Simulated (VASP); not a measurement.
All values below come from PBE GGA with D3 dispersion (zero damping), VASP's PBE PAW potentials (set 64) (plane waves; VASP).

VASP ran on this input.

**INCAR**
```
SYSTEM = CsSnI3
PREC = Accurate; ENCUT = 520; LREAL = .FALSE.
LASPH = .TRUE.; ICHARG = 11
EDIFF = 1E-7; NELM = 100; ALGO = Normal
LMAXMIX = 4
ISMEAR = 0; SIGMA = 0.05
GGA = PE; IVDW = 11
LWAVE = .FALSE.; LCHARG = .FALSE.; LORBIT = 11
```

**POSCAR**
```
CsSnI3
1
    6.2320377890     0.0000000000     0.0000000000
    0.0000000000     6.2320377890     0.0000000000
    0.0000000000     0.0000000000     6.2320377890
Cs Sn I
1 1 3
Direct
  0.0000000000   0.0000000000   0.0000000000
  0.5000000000   0.5000000000   0.5000000000
  0.5000000000   0.0000000000   0.5000000000
  0.0000000000   0.5000000000   0.5000000000
  0.5000000000   0.5000000000   0.0000000000
```

**KPOINTS**
```
k-points along high-symmetry lines
15
Line-mode
Reciprocal
  0.000000   0.000000   0.000000 ! GAMMA
  0.000000   0.500000   0.000000 ! X

  0.000000   0.500000   0.000000 ! X
  0.500000   0.500000   0.000000 ! M

  0.500000   0.500000   0.000000 ! M
  0.000000   0.000000   0.000000 ! GAMMA

  0.000000   0.000000   0.000000 ! GAMMA
  0.500000   0.500000   0.500000 ! R

  0.500000   0.500000   0.500000 ! R
  0.000000   0.500000   0.000000 ! X

  0.500000   0.500000   0.500000 ! R
  0.500000   0.500000   0.000000 ! M
```

POTCAR, in this order: Cs_sv Sn_d I (PBE.64 set). Program: vasp_std. Read from the step before: CHGCAR.

Output

OUTCAR:
```
 ion  position               nearest neighbor table
   1  0.000  0.000  0.000-
   2  0.500  0.500  0.500-   3 3.12   4 3.12   5 3.12   5 3.12   3 3.12   4 3.12
   3  0.500  0.000  0.500-   2 3.12   2 3.12
   4  0.000  0.500  0.500-   2 3.12   2 3.12
   5  0.500  0.500  0.000-   2 3.12   2 3.12
  LATTYP: Found a simple cubic cell.
 ALAT       =     6.2320377890
 Subroutine PRICEL returns:
 Original cell was already a primitive cell.
 Subroutine GETGRP returns: Found 48 space group operations
The static configuration has the point symmetry O_h .
The dynamic configuration has the point symmetry O_h .
 Subroutine INISYM returns: Found 48 space group operations
   k-points           NKPTS =     90   k-points in BZ     NKDIM =     90   number of bands    NBANDS=     26
   number of dos      NEDOS =    301   number of ions     NIONS =      5
   total plane-waves  NPLWV = 110592
   dimension x,y,z NGX =    48 NGY =   48 NGZ =   48
   dimension x,y,z NGXF=    96 NGYF=   96 NGZF=   96
   ions per type =               1   1   3
   PREC   = accura    normal or accurate (medium, high low for compatibility)
   ISTART =      0    job   : 0-new  1-cont  2-samecut
   ICHARG =     11    charge: 1-file 2-atom 10-const
   ISPIN  =      1    spin polarized calculation?
   LNONCOLLINEAR =      F non collinear calculations
   LSORBIT =      F    spin-orbit coupling
   INIWAV =      1    electr: 0-lowe 1-rand  2-diag
   ENCUT  =  520.0 eV  38.22 Ry    6.18 a.u.  11.59 11.59 11.59*2*pi/ulx,y,z
   NELM   =    100;   NELMIN=  2; NELMDL= -5     # of ELM steps
   EDIFF  = 0.1E-06   stopping-criterion for ELM
   LREAL  =      F    real-space projection
   NLSPLINE    = F    spline interpolate recip. space projectors
   LMAXMIX     =    4 max onsite mixed and CHGCAR
   VOSKOWN=      0    Vosko Wilk Nusair interpolation
   EDIFFG = 0.1E-05   stopping-criterion for IOM
   NSW    =      0    number of steps for IOM
   NBLOCK =      1;   KBLOCK =      1    inner block; outer block
   IBRION =     -1    ionic relax: 0-MD 1-quasi-New 2-CG
   NFREE  =      0    steps in history (QN), initial steepest desc. (CG)
   ISIF   =      2    stress and relaxation
...
```

File OSZICAR:
```
       N       E                     dE             d eps       ncg     rms          rms(c)
DAV:   1     0.354038787330E+03    0.35404E+03   -0.18323E+04  4680   0.153E+03
DAV:   2     0.314835025729E+02   -0.32256E+03   -0.31582E+03  5650   0.308E+02
DAV:   3    -0.114929856886E+02   -0.42976E+02   -0.42137E+02  5656   0.122E+02
DAV:   4    -0.132530809906E+02   -0.17601E+01   -0.17419E+01  5624   0.281E+01
DAV:   5    -0.133095236436E+02   -0.56443E-01   -0.56238E-01  7198   0.503E+00
DAV:   6    -0.133102376325E+02   -0.71399E-03   -0.71394E-03  5970   0.462E-01
DAV:   7    -0.133102656413E+02   -0.28009E-04   -0.28009E-04  7244   0.837E-02
DAV:   8    -0.133102659912E+02   -0.34992E-06   -0.34982E-06  5972   0.826E-03
DAV:   9    -0.133102660009E+02   -0.97052E-08   -0.97082E-08  4382   0.147E-03
   1 F= -.14527981E+02 E0= -.14527981E+02  d E =-.975190E-08
```

OUTCAR:
```
 val. band max:        2.7481978556   @ k =   0.5000   0.5000   0.5000

 cond. band min:       3.1054118461   @ k =   0.5000   0.5000   0.5000



 k-point     1 :       0.0000    0.0000    0.0000
  band No.  band energies     occupation
      1     -19.5288      2.00000
      2     -19.3638      2.00000
      3     -19.3638      2.00000
      4     -19.3457      2.00000
      5     -19.3457      2.00000
      6     -19.3457      2.00000
      7     -10.4332      2.00000
      8      -9.7355      2.00000
      9      -9.7355      2.00000
     10      -6.3176      2.00000
     11      -6.3176      2.00000
     12      -6.3176      2.00000
     13      -3.4693      2.00000
     14      -1.8701      2.00000
     15      -1.8701      2.00000
     16      -1.8701      2.00000
     17       0.4779      2.00000
     18       0.4779      2.00000
     19       0.4779      2.00000
     20       0.6310      2.00000
     21       0.6310      2.00000
     22       0.6310      2.00000
     23       4.9731      0.00000
     24       5.9222      0.00000
     25       5.9223      0.00000
     26       6.2546      0.00000

 k-point     2 :       0.0000    0.0357    0.0000
  band No.  band energies     occupation
      1     -19.5288      2.00000
      2     -19.3638      2.00000
      3     -19.3638      2.00000
      4     -19.3457      2.00000
      5     -19.3457      2.00000
      6     -19.3457      2.00000
      7     -10.4315      2.00000
      8      -9.7375      2.00000
      9      -9.7354      2.00000
     10      -6.3175      2.00000
     11      -6.3175      2.00000
     12      -6.3173      2.00000
     13      -3.4897      2.00000
     14      -1.8688      2.00000
     15      -1.8688      2.00000
     16      -1.8387      2.00000
     17       0.4758      2.00000
     18       0.4758      2.00000
     19       0.4758      2.00000
     20       0.6286      2.00000
     21       0.6286      2.00000
     22       0.6290      2.00000
     23       4.9864      0.00000
...
```

The density is held fixed in this step, so its total energy and stress have no physical meaning. Unless said otherwise, spin-orbit coupling is left out, though it shifts the bands of the heavy elements here.

The compound is CsSnI3 in the cubic perovskite structure, the ideal cubic form; the compound distorts at low or room temperature. It was relaxed first.
